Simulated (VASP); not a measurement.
Data:

```
Pt3Ti
1.0
    4.04123     0.00000     0.00000
    0.00000     4.04123     0.00000
    0.00000     0.00000     4.04123
Ti Pt
1 3
Cartesian
  0.00000   0.00000   0.00000
  0.00000   2.02061   2.02061
  2.02061   0.00000   2.02061
  2.02061   2.02061   0.00000
```

The numbers are results of revPBE GGA, VASP's PBE PAW potentials (set 64) (plane waves; VASP 6.6.1), not measurements. Run with 520 eV cut-off, 8×8×8 Γ-centred mesh, first-order Methfessel-Paxton smearing of 0.10 eV, potentials Ti_sv Pt.

Unless said otherwise, spin-orbit coupling is left out, though it shifts the bands of the heavy elements here.

**Question.** Predict the energy per atom (σ→0), pressure, band gap (on the k-mesh) with the smallest direct gap where there is one.

**Answer.** 
```yaml
band gap (on the k-mesh): none (metal, semimetal or under 0.01 eV)
energy per atom (σ→0): -6875 meV/atom
pressure: -11.32 GPa
```

The absolute energy has meaning only against runs of the same code, potentials and settings.

The compound is Pt3Ti in the L1_2 structure. This cell is one point of a volume scan, at 1.06 of the reference volume.
